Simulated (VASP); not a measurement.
Input for VASP

### INCAR
```
! general
SYSTEM =CsPbCl3
PREC   =Accurate
ENCUT  =520
LREAL  =.FALSE.
LASPH  =.TRUE.

! electronic loop
EDIFF  =1E-6
NELM   =100
ALGO   =Normal
LMAXMIX=4

! smearing
ISMEAR =0
SIGMA  =0.05

! functional
GGA    =91

! ions
IBRION =2
NSW    =60
ISIF   =3
EDIFFG =-0.02

! output
LWAVE  =.FALSE.
LCHARG =.FALSE.
```

File POSCAR:
```
CsPbCl3
1.0
  5.7318534411   0.0000000000   0.0000000000
  0.0000000000   5.7318534411   0.0000000000
  0.0000000000   0.0000000000   5.7318534411
Cs Pb Cl
1 1 3
Direct
  0.0000000000   0.0000000000   0.0000000000
  0.5000000000   0.5000000000   0.5000000000
  0.5000000000   0.0000000000   0.5000000000
  0.0000000000   0.5000000000   0.5000000000
  0.5000000000   0.5000000000   0.0000000000
```

KPOINTS:
```
Automatic mesh
0
Gamma
4 4 4
0 0 0
```

POTCAR, in this order: Cs_sv Pb_d Cl (PBE.64 set). Program: vasp_std.

Translate this PW91 calculation to Quantum ESPRESSO's pw.x.

One equivalent input (not run):
```
&CONTROL
  calculation = 'vc-relax'
  pseudo_dir = './pseudo'
  outdir = './out'
  tprnfor = .true.
  tstress = .true.
  nstep = 60
  forc_conv_thr = 0.00078
/
&SYSTEM
  ibrav = 0
  nat = 5
  ntyp = 3
  ecutwfc = 62.5
  occupations = 'smearing'
  smearing = 'gaussian'
  degauss = 0.003675
  input_dft = 'pw91'
/
&ELECTRONS
  conv_thr = 7.3e-08
  electron_maxstep = 100
/
&IONS
/
&CELL
/
ATOMIC_SPECIES
  Cs 132.905 Cs.upf
  Pb 207.200 Pb.upf
  Cl 35.450 Cl.upf
CELL_PARAMETERS angstrom
     5.7318534    0.0000000   -0.0000000
     0.0000000    5.7318534    0.0000000
     0.0000000    0.0000000    5.7318534
ATOMIC_POSITIONS crystal
  Cs   0.0000000  0.0000000  0.0000000
  Pb   0.5000000  0.5000000  0.5000000
  Cl   0.5000000  0.0000000  0.5000000
  Cl   0.0000000  0.5000000  0.5000000
  Cl   0.5000000  0.5000000  0.0000000
K_POINTS automatic
  4 4 4 0 0 0
```
The two are equivalent in intent, not identical: the potentials are each code's own (VASP's PAW set, PseudoDojo norm-conserving files in pw.x), so ENCUT and ecutwfc are chosen apart and not converted; conv_thr bounds pw.x's estimated SCF error, while EDIFF bounds the energy change between steps; forc_conv_thr acts on force components and is met together with etot_conv_thr.

The compound is CsPbCl3 in the cubic perovskite structure, the ideal cubic form; the compound distorts at low or room temperature. It was relaxed first, which changed the volume by +7 %. The start is the result of an earlier pass.
